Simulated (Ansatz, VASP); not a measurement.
# ZrB2: VASP beside Ansatz

Wanted: the spread between two codes on one cell, functional and k mesh. The cell is taken from a series of runs on this material, whose earlier steps may have relaxed, scaled, displaced or heated it; both programs get it as it stands.

Main program and level: Ansatz 0.2.0; plane waves, with VASP 6.6.1 beside it; zone-centre phonons at LDA.

### Step 1. The structure

It takes space group P6/mmm (No. 191, hexagonal). Conventional cell: a = 3.171 Å, b = 3.171 Å, c = 3.541 Å, α = 90.00°, β = 90.00°, γ = 120.00°. B has 3 B at 1.83 Å and 6 Zr at 2.55 Å nearest. Nearest to Zr lie 12 B at 2.55 Å. Farther neighbours are not listed.

### Step 2. Ansatz: zone-centre phonons, LDA

Ansatz runs on its PAW soft_1 files.

Second derivatives magnify differences that forces hide, and they need a tight electronic threshold.

File input.yaml:

```yaml
crystal:
  lattice:
    - [3.1714587079, 0.0, 0.0]
    - [-1.585729354, 2.7465638081, 0.0]
    - [0.0, 0.0, 3.5410686826]
  atoms:
    - { symbol: B, position: [0.3333333333, 0.6666666667, 0.5] }
    - { symbol: B, position: [0.6666666667, 0.3333333333, 0.5] }
    - { symbol: Zr, position: [0.0, 0.0, 0.0] }
kpoints:
  mp_grid: { grid: [15, 15, 12] }
hamiltonian:
  xc: lda
  pseudopotentials: { kind: paw, azcp: { folder: soft_1 }, xc_functional: pbe }
scf:
  occupations: { method: methfessel_paxton, width: 0.2 }
output:
  eigenvalues: true
phonons:
  method: dfpt
```

On the command line:

```
> ansatz run input.yaml --threads 4 --pin off --max-ram 10240MiB --backend cpu --events-out ev --progress --plain --runs-dir out
```

Numbers of over 12 decimals in the logs are rounded to 6 here.

The log of the run:

```text
zone centre: on kpoints.mp_grid the ground state, and the responses unless they are solved on pairs of k-points, stand on 448 of the mesh's 2700 k-points, reduced under 4 symmetry operations, with k and −k counted as one. Each operation leaves every solved displacement unchanged or reverses it
Engine: ansatz 0.2.0, aarch64-unknown-linux-gnu
Pseudopotentials: kind: paw
Pseudopotential: B, paw, valence charge 3, recommended cutoff 420 eV (normal), soft_1/B.paw.azcp
Pseudopotential: Zr, paw, valence charge 12, recommended cutoff 420 eV (normal), soft_1/Zr.paw.azcp
Functional definition: SPW92
  exchange = slater_x
  correlation = pw_c
Crystal: 3 atoms, lattice volume = 30.845 Å³
Basis set: ecut = 420 eV, 575 PW (Γ), exchange–correlation on 48×48×48 points (8 copies of the dense FFT grid, shifted against one another)
Bands: 13, of which v1, the nominal top of the filled ones, is band 9 counted from 1 (8 counted from 0)
Symmetry: 24 space group operations
k-points: 448 of 2700 (irreducible under 4 space group operations, time reversal used)
Non-local potential: B, projectors of the file, l = 0: 2, l = 1: 2, l = 2: 1
Non-local potential: Zr, projectors of the file, l = 0: 3, l = 1: 2, l = 2: 2, l = 3: 1
PAW form: soft (Blöchl's): semilocal exchange-correlation on the pseudo side does not see the compensation charge
PAW frozen core: B, regenerated for the run's functional, and the local potential with it (the file was generated under x = pbe(κ = 0.804, μ = 0.219515), c = pbe(β = 0.066725))
PAW frozen core: Zr, regenerated for the run's functional, and the local potential with it (the file was generated under x = pbe(κ = 0.804, μ = 0.219515), c = pbe(β = 0.066725))
PAW one-centre angular grid: B, 110 points (default); XC on 64 Gauss nodes
PAW one-centre angular grid: Zr, 590 points (default); XC on 64 Gauss nodes
Initial density: superposition of atomic densities (chi_scale 0.1, normalization cell, long waves kept (reshape's long-wave potential 0.00 eV rms))
Initial wavefunctions: pseudopotential atomic-orbital guess
Functional: x = slater, c = lda
SCF iter   1: F=—  HF=-4380.778729 eV  |F-HF|=—  |Δ(HF+E_count)|=         —  Δρ=5.54e-2  dr2=1.77e0  ethr=3.10e-3  ⟨swp⟩=4.9  Hψ=28029  notcnv=0
preconditioner: auto → none  [metal: Δε(μ)=0.049 eV  Ē_g=16.944 eV  σ=0.200 eV  W_gap=0.21  n_scr=8 (ndim 8)  ℏωp=26.7 eV  f_vac=0.000  D(μ)=0.25/eV (n_scr^D=0)  sad-step TF]
SCF iter   2: F=—  HF=-4380.372089 eV  |F-HF|=—  |Δ(HF+E_count)|=   4.07e-1  S|Δr|=    0.00e0  Δρ=2.72e-2  dr2=3.86e-1  ethr=3.10e-3  ⟨swp⟩=2.1  Hψ=11414  notcnv=0
SCF iter   3: F=—  HF=-4380.258037 eV  |F-HF|=—  |Δ(HF+E_count)|=   1.14e-1  S|Δr|=    0.00e0  Δρ=2.27e-3  dr2=1.36e-3  ethr=2.15e-3  ⟨swp⟩=2.0  Hψ=9931  notcnv=0
SCF iter   4: F=—  HF=-4380.258195 eV  |F-HF|=—  |Δ(HF+E_count)|=   1.58e-4  S|Δr|=    0.00e0  Δρ=4.02e-4  dr2=3.82e-5  ethr=7.54e-6  ⟨swp⟩=2.3  Hψ=13083  notcnv=0
SCF iter   5: F=—  HF=-4380.258206 eV  |F-HF|=—  |Δ(HF+E_count)|=   1.09e-5  S|Δr|=    0.00e0  Δρ=4.35e-5  dr2=8.31e-7  ethr=2.12e-7  ⟨swp⟩=2.4  Hψ=9382  notcnv=0
SCF iter   6: F=—  HF=-4380.258206 eV  |F-HF|=—  |Δ(HF+E_count)|=   2.29e-7  S|Δr|=    0.00e0  Δρ=6.49e-6  dr2=9.78e-9  ethr=4.62e-9  ⟨swp⟩=2.0  Hψ=9113  notcnv=0
SCF iter   7: F=—  HF=-4380.258206 eV  |F-HF|=—  |Δ(HF+E_count)|=   1.04e-9  S|Δr|=    0.00e0  Δρ=1.53e-6  dr2=5.21e-10  ethr=5.43e-11  ⟨swp⟩=2.0  Hψ=9861  notcnv=0
SCF iter   8: F=-4380.258206 eV  HF=-4380.258206 eV  |F-HF|=1.82e-12  |Δ(HF+E_count)|=  3.09e-11  S|Δr|=    0.00e0  Δρ=1.45e-7  dr2=4.00e-12  ethr=1.00e-12  ⟨swp⟩=4.1  Hψ=28063  notcnv=0
SCF 1 converged in 8 iterations: F = -4380.258206 eV  dr2 = 4.00e-12
  greatest PAW one-centre occupation: 0.994 electrons in one spin orbital (limit 2), on the Zr atom at site 2 (counted from 0), in its partial waves of l = 0
DFPT response loops at Γ: preconditioner auto → Kerker (q_TF=auto, 2.494 Å⁻¹) (partly filled bands, converged f_vac=0.000); β = 1.00, the filter's whole step (`scf.mixing.beta` (0.50) is not read by the response loops under this deck's `scf.mixing.preconditioner`; to damp them name `kerker` or `kerker_dos`, under which they read `scf.mixing.beta`, and type it under 1.00, their step now; both keys bind the ground state too); Broyden in place of MSR1
SCF converged after 8 iterations
Stability not checked: this state was not tested for a lower state beside it, because cold or Methfessel-Paxton smearing, or corrected tetrahedra, fill the levels in a way that the test cannot read (fill_not_monotonic; see scf.lower_state_search)
Free energy (F): -4380.258206 eV
Harris-Foulkes:  -4380.258206 eV  (|F-HF|=1.82e-12)
Internal energy: -4380.258734 eV  (E = F + TS)
E sigma→0 (E₀):  -4380.258338 eV
Entropy (-TS):   0.000528 eV (0.176 meV/atom)
Fermi energy:    15.423503 eV
--- Per-component energies (eV) ---
  E_band       = -30.239470
  E_kinetic    = 418.610066
  E_local      = -535.872388  (includes V_loc(G=0)·N_el)
  E_nonlocal   = 94.373038
  E_hartree    = 179.491500
  E_xc         = -221.457425
  E_vxc        = -262.950005  (∫ρ·V_xc dr)
  E_paw        = -3003.100561  (= ΣΔE_a)
  E_vpaw       = -103.383175  (= ΣTr[D̂ρ^β])
  E_aug_tail   = -0.000005  (compensation charges beyond the density's cutoff)
  E_ewald      = -1312.765029
  E_core_change = 0.462069  (= ΣΔE_core)
  E_smearing   = 0.000528  (= −TS)
  E_closure    = 0.000000  (closes the sum)
  Σ components = -4380.258206   (vs F -4380.258206, Δ=0.00e0)
--- Band table (eV; the first three rows and the last of 448) ---
  k-point 0: bands = [... 5 lower, 12.8336, 12.8336, 12.8489, 13.1233, 18.7979, 18.7979, 19.5510, 19.5510]
  k-point 1: bands = [... 5 lower, 12.0998, 12.8986, 12.8986, 13.8375, 18.2665, 18.2665, 19.3409, 19.3409]
  k-point 2: bands = [... 5 lower, 11.1966, 13.0910, 13.0910, 14.6594, 17.4448, 17.4448, 18.7830, 18.7830]
  k-point 447: bands = [... 5 lower, 8.6142, 10.8524, 11.8653, 12.8956, 18.8052, 20.1470, 20.3281, 21.3720]
--- Phonons (Γ-DFPT): 4 representative perturbations + reference, on 448 of 2700 k-points (Σ response iterations 12) ---
  k mesh reduced under 4 symmetry operations, with k and −k counted as one. Each operation leaves every solved displacement unchanged or reverses it
  ASR residual: 1.045e-4 → 0.000e0 eV/Å²; symmetrization residual: 2.494e-7 eV/Å²
  ASR residual per site (eV/Å²): 1.97e-5 1.97e-5 1.04e-4
  Γ frequencies (cm⁻¹): 0.00 0.00 0.00 442.95 442.95 452.15 557.65 752.42 752.42
  non-analytic LO–TO correction: not included (Born effective charges unavailable; polar crystals: no LO–TO splitting at Γ)
```

In the SCF lines HF is the Harris–Foulkes energy and dr2 the Hartree energy of the density residual, in eV; the loop may stop once dr2 is under the threshold and the program's other checks hold. Hψ counts applications of the Hamiltonian.

(Part 1 of 2 ends here.)

[Lines on the potential files, build, host, timing and source positions are cut from VASP's logs without a mark.]

[Logs are printed without paths, hosts, clocks, repeated set-up lines and the standing remarks that a program may print on its own settings, such as how far it seeks lower states.]

[Hosts, paths, dates, database ids (printed as entryN), source tags and the programs' standing remarks are cut or masked in the printed files.]
